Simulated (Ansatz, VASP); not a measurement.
## ZnInO3 in VASP and in Ansatz

```
Zn In O
1.0
     4.11236    0.00000    0.00000
    -2.05618    3.56141    0.00000
     0.00000    0.00000    9.49950
Zn In O
2 2 6
Cartesian
  0.0000 0.0000 8.3698
  0.0000 0.0000 1.1297
  0.0000 0.0000 5.6669
  0.0000 0.0000 3.8326
  2.0562 0.0000 4.7498
  -1.0281 1.7807 4.7498
  1.0281 1.7807 4.7498
  2.0562 0.0000 0.0000
  -1.0281 1.7807 0.0000
  1.0281 1.7807 0.0000
```

Alike in both runs: task single point; functional PBE; k mesh 6 × 6 × 2; occupations gaussian, width 0.1 eV; no spin polarisation.

|  | VASP | Ansatz |
| --- | --- | --- |
| version | VASP 6.6.1 | Ansatz 0.2.0 |
| potentials or method | VASP PAW PBE potentials, release 64 (Zn, In_d, O) | scalar-relativistic, plane waves, PAW |
| plane-wave cutoff (eV) | 520 | 420 |
| valence electrons in the cell | 86 | 86 |

```tsv
	VASP	Ansatz	Ansatz less VASP
gap on the k mesh at the Fermi level (eV)	none	none	-
rms of the force components (eV/Å)	8.732	9.579	+0.8476
```

Atom by atom the forces differ by 0.851 eV/Å (rms over components). A gap of «none» marks a metal or a gap that the smearing closes. The functional is the same, so the differences come from potentials, cutoffs and numerics.

Caveats: forces of over 1 eV/Å show positions far from the minimum, so gaps and moduli don't describe the material at rest.
